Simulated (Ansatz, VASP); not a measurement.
# Cross-check of SnTe between VASP and Ansatz

Wanted: the spread between two codes on one cell, functional and k mesh. The cell is taken from a series of runs on this material, whose earlier steps may have relaxed, scaled, displaced or heated it; both programs get it as it stands.

Main program and level: Ansatz 0.2.0; plane waves, with VASP 6.6.1 beside it; zone-centre phonons at PBEsol.

## 1. The structure

It takes space group Immm (No. 71, orthorhombic). The conventional cell has a = 4.269 Å, b = 4.560 Å, c = 6.288 Å, α = 90.00°, β = 90.00°, γ = 90.00°. Sn has 6 Te at 3.12 to 3.14 Å nearest. Nearest to Te lie 6 Sn at 3.12 to 3.14 Å. Farther neighbours and most contacts between anions are not listed.

## 2. Ansatz: zone-centre phonons, PBEsol

Ansatz runs on its PAW soft_1 files.

Second derivatives magnify differences that forces hide, and they need a tight electronic threshold.

File input.yaml:

```yaml
crystal:
  lattice:
    - [-0.1031623025, 3.121528111, 3.1442278719]
    - [3.121528111, -0.1031623025, 3.1442278719]
    - [3.0183658086, 3.0183658086, 0.0]
  atoms:
    - { symbol: Sn, position: [0.0, 0.0, 0.0] }
    - { symbol: Te, position: [0.5, 0.5, 0.5] }
kpoints:
  mp_grid: { grid: [12, 12, 12] }
hamiltonian:
  xc: pbesol
  pseudopotentials: { kind: paw, azcp: { folder: soft_1 }, xc_functional: pbe }
scf:
  occupations: { method: gaussian, width: 0.01 }
output:
  eigenvalues: true
phonons:
  method: dfpt
```

Launch:

```
$ ansatz run input.yaml --threads 4 --pin off --max-ram 10240MiB --backend cpu --events-out ev --progress --plain --runs-dir out
```

Numbers of over 12 decimals in the logs are rounded to 6 here.

Output:

```text
zone centre: on kpoints.mp_grid the ground state, and the responses unless they are solved on pairs of k-points, stand on 476 of the mesh's 1728 k-points, reduced under 4 symmetry operations, with k and −k counted as one. Each operation leaves every solved displacement unchanged or reverses it
Engine: ansatz 0.2.0, x86_64-unknown-linux-gnu
Pseudopotentials: kind: paw
Pseudopotential: Sn, paw, valence charge 14, recommended cutoff 420 eV (normal), soft_1/Sn.paw.azcp
Pseudopotential: Te, paw, valence charge 16, recommended cutoff 420 eV (normal), soft_1/Te.paw.azcp
Functional definition: PBEsol
  exchange = pbesol_x
  correlation = pbesol_c
Crystal: 2 atoms, lattice volume = 61.207 Å³
Basis set: ecut = 420 eV, 1203 PW (Γ), exchange–correlation on 60×60×60 points (8 copies of the dense FFT grid, shifted against one another)
Bands: 19, of which v1, the nominal top of the filled ones, is band 15 counted from 1 (14 counted from 0)
Symmetry: 8 space group operations
k-points: 476 of 1728 (irreducible under 4 space group operations)
Non-local potential: Sn, projectors of the file, l = 0: 2, l = 1: 2, l = 2: 2, l = 3: 1
Non-local potential: Te, projectors of the file, l = 0: 2, l = 1: 2, l = 2: 2, l = 3: 1
PAW form: soft (Blöchl's): semilocal exchange-correlation on the pseudo side does not see the compensation charge
PAW frozen core: Sn, regenerated for the run's functional, and the local potential with it (the file was generated under x = pbe(κ = 0.804, μ = 0.219515), c = pbe(β = 0.066725))
PAW frozen core: Te, regenerated for the run's functional, and the local potential with it (the file was generated under x = pbe(κ = 0.804, μ = 0.219515), c = pbe(β = 0.066725))
PAW one-centre angular grid: Sn, 590 points (default); XC on 64 Gauss nodes
PAW one-centre angular grid: Te, 590 points (default); XC on 64 Gauss nodes
Initial density: superposition of atomic densities (chi_scale 0.1, normalization cell, long waves kept (reshape's long-wave potential 0.00 eV rms))
Initial wavefunctions: pseudopotential atomic-orbital guess
Functional: x = pbesol(κ = 0.804, μ = 0.123457), c = pbesol(β = 0.046)
SCF iter   1: F=—  HF=-12851.994808 eV  |F-HF|=—  |Δ(HF+E_count)|=         —  Δρ=1.08e-2  dr2=6.90e-2  ethr=3.10e-3  ⟨swp⟩=7.6  Hψ=52627  notcnv=0
preconditioner: auto → none  [insulator: Δε(μ)=0.033 eV  Ē_g=8.760 eV  σ=0.010 eV  W_gap=0.98  n_scr=14 (ndim 8)  ℏωp=15.0 eV  f_vac=0.000  D(μ)=0.04/eV (n_scr^D=0)  ε∞_Penn≈3.9]
SCF iter   2: F=—  HF=-12851.989925 eV  |F-HF|=—  |Δ(HF+E_count)|=   4.88e-3  Δρ=5.41e-3  dr2=1.81e-2  ethr=2.30e-4  ⟨swp⟩=2.0  Hψ=14738  notcnv=0
SCF iter   3: F=—  HF=-12851.990052 eV  |F-HF|=—  |Δ(HF+E_count)|=   1.27e-4  Δρ=3.34e-4  dr2=3.16e-5  ethr=6.02e-5  ⟨swp⟩=3.1  Hψ=14427  notcnv=0
SCF iter   4: F=—  HF=-12851.990062 eV  |F-HF|=—  |Δ(HF+E_count)|=   9.99e-6  Δρ=7.04e-5  dr2=1.46e-6  ethr=1.05e-7  ⟨swp⟩=2.1  Hψ=17338  notcnv=0
SCF iter   5: F=—  HF=-12851.990065 eV  |F-HF|=—  |Δ(HF+E_count)|=   2.53e-6  Δρ=2.33e-5  dr2=1.58e-7  ethr=4.87e-9  ⟨swp⟩=2.2  Hψ=15955  notcnv=0
SCF iter   6: F=—  HF=-12851.990065 eV  |F-HF|=—  |Δ(HF+E_count)|=   1.50e-7  Δρ=2.69e-6  dr2=3.06e-9  ethr=5.27e-10  ⟨swp⟩=2.0  Hψ=14186  notcnv=0
SCF iter   7: F=—  HF=-12851.990065 eV  |F-HF|=—  |Δ(HF+E_count)|=   1.22e-9  Δρ=4.92e-7  dr2=7.88e-11  ethr=1.02e-11  ⟨swp⟩=2.2  Hψ=14914  notcnv=0
SCF iter   8: F=-12851.990065 eV  HF=-12851.990065 eV  |F-HF|=3.64e-12  |Δ(HF+E_count)|=  1.26e-10  Δρ=8.92e-8  dr2=4.34e-12  ethr=1.00e-12  ⟨swp⟩=7.2  Hψ=46880  notcnv=0
SCF 1 converged in 8 iterations: F = -12851.990065 eV  dr2 = 4.34e-12
  greatest PAW one-centre occupation: 0.998 electrons in one spin orbital (limit 2), on the Te atom at site 1 (counted from 0), in its partial waves of l = 2
DFPT response loops at Γ: preconditioner auto → Kerker (q_TF=auto, 2.423 Å⁻¹) (partly filled bands, converged f_vac=0.003); β = 1.00, the filter's whole step (`scf.mixing.beta` (0.50) is not read by the response loops under this deck's `scf.mixing.preconditioner`; to damp them name `kerker` or `kerker_dos`, under which they read `scf.mixing.beta`, and type it under 1.00, their step now; both keys bind the ground state too); Broyden in place of MSR1
SCF converged after 8 iterations
Free energy (F): -12851.990065 eV
Harris-Foulkes:  -12851.990065 eV  (|F-HF|=3.64e-12)
Internal energy: -12851.990049 eV  (E = F + TS)
E sigma→0 (E₀):  -12851.990057 eV
Entropy (-TS):   -0.000015 eV (-0.008 meV/atom)
Fermi energy:    9.846414 eV
--- Per-component energies (eV) ---
  E_band       = -347.382878
  E_kinetic    = 339.835972
  E_local      = -2648.970693  (includes V_loc(G=0)·N_el)
  E_nonlocal   = 215.633802
  E_hartree    = 1323.533949
  E_xc         = -246.640360
  E_vxc        = -182.694627  (∫ρ·V_xc dr)
  E_paw        = -8888.456249  (= ΣΔE_a)
  E_vpaw       = -718.255650  (= ΣTr[D̂ρ^β])
  E_aug_tail   = 0.000377  (compensation charges beyond the density's cutoff)
  E_ewald      = -2947.586499
  E_core_change = 0.659651  (= ΣΔE_core)
  E_smearing   = -0.000015  (= −TS)
  E_closure    = -0.000000  (closes the sum)
  Σ components = -12851.990065   (vs F -12851.990065, Δ=0.00e0)
--- Band table (eV; the first three rows and the last of 476) ---
  k-point 0: bands = [... 11 lower, 5.2209, 7.3647, 7.7344, 8.0107, 13.1351, 13.2605, 13.4576, 14.1982]
  k-point 1: bands = [... 11 lower, 4.8899, 7.3805, 7.7982, 8.1556, 12.8058, 12.8785, 13.0393, 14.3562]
  k-point 2: bands = [... 11 lower, 4.1400, 7.4316, 7.8261, 8.5295, 12.0789, 12.1434, 12.2200, 14.6209]
  k-point 475: bands = [... 11 lower, 3.3858, 4.1465, 5.7147, 6.4271, 11.9740, 14.8301, 15.0766, 16.3135]
--- Phonons (Γ-DFPT): 4 representative perturbations + reference, on 476 of 1728 k-points (Σ response iterations 12) ---
  k mesh reduced under 4 symmetry operations, with k and −k counted as one. Each operation leaves every solved displacement unchanged or reverses it
  ASR residual: 6.433e-5 → 0.000e0 eV/Å²; symmetrization residual: 1.604e-5 eV/Å²
  ASR residual per site (eV/Å²): 2.91e-5 6.43e-5
  Γ frequencies (cm⁻¹): 0.00 0.00 0.00 15.41 34.84 58.30
  non-analytic LO–TO correction: not included (Born effective charges unavailable; polar crystals: no LO–TO splitting at Γ)
```

## 3. VASP: zone-centre phonons, PBEsol

The same cell, functional, mesh and smearing now go to VASP, with its own data sets.

Lines of VASP's logs that name or quote its potential files are left out, and so is its time.

File INCAR:

```
SYSTEM = SnTe
PREC = Accurate
ENCUT = 500
EDIFF = 1E-08
NELM = 120
ISMEAR = 0
SIGMA = 0.01
LREAL = .FALSE.
ALGO = Normal
GGA = PS
NBANDS = 16
LORBIT = 11
LWAVE = .FALSE.
LCHARG = .FALSE.
ISIF = 2
IBRION = 8
LASPH = .TRUE.
GGA_COMPAT = .FALSE.
KPAR = 2
```

File POSCAR:

```
SnTe
1.0
   -0.1031623025      3.1215281110      3.1442278719
    3.1215281110     -0.1031623025      3.1442278719
    3.0183658086      3.0183658086      0.0000000000
Sn Te
1 1
Direct
    0.0000000000      0.0000000000      0.0000000000
    0.5000000000      0.5000000000      0.5000000000
```

File KPOINTS:

```
Automatic mesh
0
Gamma
12 12 12
0 0 0
```

Potentials, in the order of the species: Sn_d and Te (PBE family, release 64).

Launch:

```
$ mpirun -np 2 vasp_std
```

Output:

```text
[banner, memory and clock lines left out]
running    2 mpi-ranks, on    1 nodes
 distrk:  each k-point on    1 cores,    2 groups
 distr:  one band on    1 cores,    1 groups

 POSCAR found type information on POSCAR SnTe
 POSCAR found :  2 types and       2 ions
|                                                                             |
|               ----> ADVICE to this user running VASP <----                  |
|                                                                             |
|     You enforced a specific xc type in the INCAR file but a different       |
|     [... a line on the potential file left out ...]
|     I HOPE YOU KNOW WHAT YOU ARE DOING!                                     |
|                                                                             |

 LDA part: xc-table for (Slater+PW92), standard interpolation
 POSCAR, INCAR and KPOINTS ok, starting setup
 FFT: planning ... GRIDC
 FFT: planning ... GRID_SOFT
 FFT: planning ... GRID
 WAVECAR not read
 entering main loop
       N       E                     dE             d eps       ncg     rms          rms(c)
DAV:   1     0.121540670636E+03    0.12154E+03   -0.94740E+03  9112   0.142E+03
DAV:   2     0.173114654032E+01   -0.11981E+03   -0.11733E+03  9808   0.349E+02
DAV:   3    -0.810475045890E+01   -0.98359E+01   -0.97865E+01 11216   0.875E+01
DAV:   4    -0.836310029446E+01   -0.25835E+00   -0.25830E+00 11096   0.154E+01
DAV:   5    -0.837437596913E+01   -0.11276E-01   -0.11276E-01 13304   0.295E+00    0.493E+00
DAV:   6    -0.832409333449E+01    0.50283E-01   -0.11188E-01 12856   0.273E+00    0.308E+00
DAV:   7    -0.832188283138E+01    0.22105E-02   -0.44129E-02 11872   0.135E+00    0.685E-01
DAV:   8    -0.832119038140E+01    0.69245E-03   -0.74178E-03 11472   0.754E-01    0.152E-01
DAV:   9    -0.832125464208E+01   -0.64261E-04   -0.70621E-04 12528   0.250E-01    0.424E-02
DAV:  10    -0.832122337239E+01    0.31270E-04   -0.11829E-04 12040   0.104E-01    0.165E-02
DAV:  11    -0.832122396662E+01   -0.59424E-06   -0.33421E-05 12056   0.444E-02    0.240E-02
DAV:  12    -0.832122337156E+01    0.59507E-06   -0.32298E-06 11496   0.152E-02    0.875E-03
DAV:  13    -0.832122323190E+01    0.13966E-06   -0.35203E-07 11560   0.394E-03    0.692E-04
DAV:  14    -0.832122328648E+01   -0.54584E-07   -0.15423E-08  8888   0.155E-03    0.815E-04
DAV:  15    -0.832122327433E+01    0.12152E-07   -0.28581E-09  6768   0.367E-04    0.229E-04
DAV:  16    -0.832122328282E+01   -0.84901E-08   -0.61886E-10  5880   0.235E-04
   1 F= -.83212233E+01 E0= -.83212134E+01  d E =-.197900E-04
 Linear response reoptimize wavefunctions to high precision
DAV:   1    -0.832122328624E+01   -0.34170E-08   -0.13809E-10  6688   0.117E-04
DAV:   2    -0.832122328624E+01   -0.54570E-11   -0.40676E-11  5696   0.714E-05
 Linear response DOF=           4
 Linear response progress:
  Degree of freedom:   1/  4
       N       E                     dE             d eps       ncg     rms          rms(c)
RMM:   1    -0.215192800048E+00   -0.21519E+00    0.30779E-01 18381   0.104E+01
RMM:   2    -0.220433369130E+00   -0.52406E-02   -0.11940E-02 27205   0.870E-01    0.837E-02
RMM:   3    -0.220257379000E+00    0.17599E-03   -0.93368E-04 29968   0.245E-01    0.451E-02
RMM:   4    -0.219955848958E+00    0.30153E-03   -0.87273E-05 30025   0.747E-02    0.864E-03
RMM:   5    -0.219947399332E+00    0.84496E-05   -0.80558E-06 31042   0.229E-02    0.372E-03
RMM:   6    -0.219953189446E+00   -0.57901E-05   -0.11803E-06 30529   0.771E-03    0.125E-03
RMM:   7    -0.219952411004E+00    0.77844E-06   -0.20335E-07 31541   0.302E-03    0.751E-04
RMM:   8    -0.219949335517E+00    0.30755E-05    0.31744E-07 30583   0.131E-03    0.175E-04
RMM:   9    -0.219949495908E+00   -0.16039E-06    0.36136E-07 32353   0.595E-04    0.235E-04
RMM:  10    -0.219949162377E+00    0.33353E-06    0.41618E-07 31455   0.292E-04    0.167E-04
RMM:  11    -0.219949105313E+00    0.57063E-07    0.25552E-07 33457   0.146E-04    0.155E-04
RMM:  12    -0.219948250041E+00    0.85527E-06    0.15725E-07 29824   0.132E-04    0.295E-04
RMM:  13    -0.219948638135E+00   -0.38809E-06    0.61654E-08 30799   0.712E-05    0.269E-06
RMM:  14    -0.219948628249E+00    0.98861E-08    0.35181E-08 32971   0.307E-05    0.482E-06
 first order change of Fermi-energy   0.29367E-03
 force on displaced ion       1 direction 1 :  -0.444  -0.348   0.000
 Linear response progress:
  Degree of freedom:   2/  4
       N       E                     dE             d eps       ncg     rms          rms(c)
RMM:   1    -0.215188129347E+00   -0.21519E+00    0.31106E-01 10829   0.104E+01
RMM:   2    -0.220444704121E+00   -0.52566E-02   -0.11912E-02 15853   0.866E-01    0.795E-02
RMM:   3    -0.220282073672E+00    0.16263E-03   -0.92633E-04 17466   0.243E-01    0.427E-02
RMM:   4    -0.219994024081E+00    0.28805E-03   -0.84970E-05 17541   0.734E-02    0.869E-03
RMM:   5    -0.219983406413E+00    0.10618E-04   -0.80650E-06 18112   0.225E-02    0.371E-03
RMM:   6    -0.219988123187E+00   -0.47168E-05   -0.13404E-06 17799   0.762E-03    0.130E-03
RMM:   7    -0.219987296019E+00    0.82717E-06   -0.29140E-07 18307   0.298E-03    0.729E-04
RMM:   8    -0.219984061096E+00    0.32349E-05    0.30627E-07 17678   0.130E-03    0.128E-04
RMM:   9    -0.219984400404E+00   -0.33931E-06    0.39691E-07 18793   0.588E-04    0.221E-04
RMM:  10    -0.219984129051E+00    0.27135E-06    0.51337E-07 18443   0.283E-04    0.175E-04
RMM:  11    -0.219984258722E+00   -0.12967E-06    0.33354E-07 19179   0.144E-04    0.352E-04
RMM:  12    -0.219983785795E+00    0.47293E-06    0.15719E-07 17468   0.104E-04    0.106E-04
RMM:  13    -0.219983635675E+00    0.15012E-06    0.11471E-07 18637   0.543E-05    0.204E-05
RMM:  14    -0.219983603140E+00    0.32536E-07    0.67542E-08 19178   0.275E-05    0.952E-06
RMM:  15    -0.219983552389E+00    0.50750E-07    0.57078E-08 17379   0.177E-05    0.111E-06
RMM:  16    -0.219983534197E+00    0.18192E-07    0.42921E-08 16949   0.125E-05    0.282E-06
RMM:  17    -0.219983537810E+00   -0.36127E-08    0.43476E-08 11618   0.944E-06    0.779E-07
 first order change of Fermi-energy  -0.14813E-03
 force on displaced ion       1 direction 3 :   0.000   0.000  -0.304
 Linear response progress:
  Degree of freedom:   3/  4
       N       E                     dE             d eps       ncg     rms          rms(c)
RMM:   1    -0.467259786261E-01   -0.46726E-01    0.67019E-02 33051   0.879E-01
RMM:   2    -0.472335317632E-01   -0.50755E-03   -0.19874E-03 28757   0.218E-01    0.665E-02
RMM:   3    -0.474079040429E-01   -0.17437E-03   -0.16375E-04 29221   0.637E-02    0.490E-02
RMM:   4    -0.476710419697E-01   -0.26314E-03   -0.23949E-05 28815   0.321E-02    0.630E-03
RMM:   5    -0.476822439292E-01   -0.11202E-04   -0.10623E-06 29805   0.760E-03    0.316E-03
RMM:   6    -0.476818990853E-01    0.34484E-06   -0.92038E-08 29045   0.225E-03    0.741E-04
RMM:   7    -0.476808623735E-01    0.10367E-05   -0.25873E-09 29903   0.519E-04    0.145E-04
RMM:   8    -0.476808039178E-01    0.58456E-07   -0.11909E-08 29115   0.181E-04    0.310E-05
RMM:   9    -0.476807534393E-01    0.50478E-07    0.19603E-07 30958   0.623E-05    0.172E-05
RMM:  10    -0.476808096957E-01   -0.56256E-07    0.19964E-07 32222   0.204E-05    0.446E-06
RMM:  11    -0.476807888784E-01    0.20817E-07    0.27291E-08 29838   0.959E-06    0.629E-07
RMM:  12    -0.476807920406E-01   -0.31622E-08   -0.29850E-09 24057   0.475E-06    0.168E-07
 first order change of Fermi-energy  -0.98372E-04
 force on displaced ion       2 direction 1 :  -0.457  -0.354   0.000
 Linear response progress:
  Degree of freedom:   4/  4
       N       E                     dE             d eps       ncg     rms          rms(c)
RMM:   1    -0.468226702534E-01   -0.46823E-01    0.66437E-02 19176   0.866E-01
RMM:   2    -0.473136309837E-01   -0.49096E-03   -0.19639E-03 16850   0.216E-01    0.631E-02
RMM:   3    -0.474862792695E-01   -0.17265E-03   -0.16049E-04 17077   0.627E-02    0.470E-02
RMM:   4    -0.477427679527E-01   -0.25649E-03   -0.23676E-05 16872   0.315E-02    0.619E-03
RMM:   5    -0.477549534838E-01   -0.12186E-04   -0.10676E-06 17443   0.759E-03    0.311E-03
RMM:   6    -0.477540299159E-01    0.92357E-06   -0.69781E-08 16878   0.221E-03    0.739E-04
RMM:   7    -0.477530439441E-01    0.98597E-06    0.29691E-08 17365   0.513E-04    0.150E-04
RMM:   8    -0.477529196940E-01    0.12425E-06   -0.61445E-08 17104   0.166E-04    0.320E-05
RMM:   9    -0.477528668420E-01    0.52852E-07    0.39440E-07 18188   0.581E-05    0.166E-05
RMM:  10    -0.477529175892E-01   -0.50747E-07    0.30104E-07 19058   0.171E-05    0.405E-06
RMM:  11    -0.477528988397E-01    0.18750E-07    0.69177E-08 17148   0.749E-06    0.566E-07
RMM:  12    -0.477529019567E-01   -0.31170E-08    0.46573E-09 12461   0.406E-06    0.317E-07
 first order change of Fermi-energy   0.28162E-03
 force on displaced ion       2 direction 3 :   0.000   0.000  -0.315
 Linear response finished
```

(Continued in part 2 of 2.)

[Lines on the potential files, build, host, timing and source positions are cut from VASP's logs without a mark.]

[Logs are printed without paths, hosts, clocks, repeated set-up lines and the standing remarks that a program may print on its own settings, such as how far it seeks lower states.]

[Hosts, paths, dates, database ids (printed as entryN), source tags and the programs' standing remarks are cut or masked in the printed files.]
